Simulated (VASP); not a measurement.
Consider the following.

```xyz
2
Lattice="0.0000 2.7235 2.7235 2.7235 0.0000 2.7235 2.7235 2.7235 0.0000" Properties=species:S:1:pos:R:3 pbc="T T T"
Mg     0.0000     0.0000     0.0000
Se     2.7235     2.7235     2.7235
```

These are r2SCAN+rVV10 with spin-orbit coupling, VASP's PBE PAW potentials (set 64) (plane waves; VASP) values and carry that method's errors. Run with 400 eV cut-off, 8×8×8 Γ-centred mesh, Gaussian smearing of 0.050 eV, potentials Mg Se.

### Question
Give the energies of bands 3 to 14 at the high-symmetry points, in eV from the valence-band maximum.

### Answer

| band | Γ | X | U | L | W |
|---|---|---|---|---|---|
| 3 | -0.41 | -4.50 | -4.00 | -5.15 | -3.61 |
| 4 | -0.41 | -4.50 | -4.00 | -5.15 | -3.61 |
| 5 | 0.00 | -2.07 | -3.49 | -0.88 | -3.44 |
| 6 | 0.00 | -2.07 | -3.49 | -0.88 | -3.44 |
| 7 | 0.00 | -1.87 | -1.61 | -0.63 | -2.66 |
| 8 | 0.00 | -1.87 | -1.61 | -0.63 | -2.66 |
| 9 | 3.34 | 2.30 | 3.52 | 4.35 | 5.02 |
| 10 | 3.34 | 2.30 | 3.52 | 4.35 | 5.02 |
| 11 | 7.85 | 4.34 | 6.75 | 6.55 | 7.58 |
| 12 | 7.85 | 4.34 | 6.75 | 6.55 | 7.58 |
| 13 | 7.85 | 12.66 | 9.53 | 6.55 | 8.05 |
| 14 | 7.85 | 12.66 | 9.53 | 6.55 | 8.05 |

The gap is indirect, 2.30 eV, from the valence maximum at Γ to the conduction minimum at X.

The structure comes from a measured MgSe entry (Fm-3m) of the Crystallography Open Database, whose conditions weren't checked. It was relaxed first.
